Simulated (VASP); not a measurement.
Given:

```xyz
2
Lattice="0.0000 2.1629 2.1629 2.1629 0.0000 2.1629 2.1629 2.1629 0.0000" Properties=species:S:1:pos:R:3 pbc="T T T"
Mg     0.0000     0.0000     0.0000
O      2.1629     2.1629     2.1629
```

Calculation: PW91 GGA, VASP's PBE PAW potentials (set 64) (plane waves; VASP). Run with 520 eV cut-off, 11×11×11 Γ-centred mesh, Gaussian smearing of 0.050 eV, potentials Mg O.

Q: What does the run give for the energy per atom (σ→0), pressure, band gap (on the k-mesh) with the smallest direct gap where there is one?

A: 
| Quantity | Result |
|---|---|
| band gap (on the k-mesh) | 4.04 eV |
| smallest direct gap (on the k-mesh) | 4.04 eV |
| energy per atom (σ→0) | -6.005 eV/atom |
| pressure | -7.92 GPa |

Total energies compare only between runs with the same potentials, cut-off and functional.

The compound is MgO in the rock salt structure. This cell is one point of a volume scan, at 1.06 of the reference volume.
